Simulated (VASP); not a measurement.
Input:

```
CELL_PARAMETERS angstrom
      0.00000     3.02500     3.02500
      3.02500     0.00000     3.02500
      3.02500     3.02500     0.00000
ATOMIC_POSITIONS crystal
  Cu 0.00000 0.00000 0.00000
  I  0.25000 0.25000 0.25000
```

Calculation: PBE GGA + U (Dudarev), VASP's PBE PAW potentials (set 64) (plane waves; VASP 6.6.1). Settings: 400 eV cut-off, 7×7×7 Γ-centred mesh, Gaussian smearing of 0.050 eV, potentials Cu I, U − J: Cu 8.00 eV.

**Question.** Give the stress tensor in GPa (positive for a compressed cell).

**Answer.** 
```
1.12  0.00  0.00
0.00  1.12  0.00
0.00  0.00  1.12
```
The pressure is its mean diagonal, 1.12 GPa.

The compound is CuI in the zinc blende structure. The cell was not relaxed at this level. The run is one of a series of settings (LDAU = .TRUE., LDAUJ = 0 0, LDAUL = 2 -1, LDAUTYPE = 2, LDAUU = 8.0 0 against the base run), some of them coarse on purpose.
